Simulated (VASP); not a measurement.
Computed with PBEsol GGA, VASP's PBE PAW potentials (set 64) (plane waves; VASP).

VASP ran on this input.

File KPOINTS:
```
Automatic mesh
0
Gamma
7 7 2
0 0 0
```

### POSCAR
```
WS2
1.0
  3.1475547377   0.0000000000   0.0000000000
 -1.5737773689   2.7258623408   0.0000000000
  0.0000000000   0.0000000000  12.6355046143
W S
2 4
Cart
  1.5737789426   0.9086198716   9.4766284607
 -0.0000015738   1.8172424692   3.1588761536
  1.5737789426   0.9086198716   4.7264155323
 -0.0000015738   1.8172424692  11.0441678395
 -0.0000015738   1.8172424692   7.9090890820
  1.5737789426   0.9086198716   1.5913367748
```

**INCAR**
```
# general
SYSTEM  = WS2
PREC    = Accurate
ENCUT   = 480
LREAL   = .FALSE.
LASPH   = .TRUE.

# electronic loop
EDIFF   = 1E-6
NELM    = 100
ALGO    = Normal
LMAXMIX = 6

# smearing
ISMEAR  = 0
SIGMA   = 0.05

# functional
GGA     = PS

# ions
IBRION  = 2
NSW     = 60
ISIF    = 3
EDIFFG  = -0.02

# output
LWAVE   = .FALSE.
LCHARG  = .FALSE.
```

POTCAR, in this order: W_sv S (PBE.64 set). Program: vasp_std.

Problem. What will the output report for the number of irreducible k-points (NKPTS), largest plane-wave count, number of space-group operations, FFT grid (NGX, NGY, NGZ)?

Solution. 
```
Property                                      Result
--------------------------------------  ------------
number of irreducible k-points (NKPTS)            16
largest plane-wave count                        2626
number of space-group operations                  24
FFT grid (NGX, NGY, NGZ)                24 × 24 × 90
```

The compound is WS2 in the 2H layered structure. It was relaxed first. The start is the result of an earlier pass.
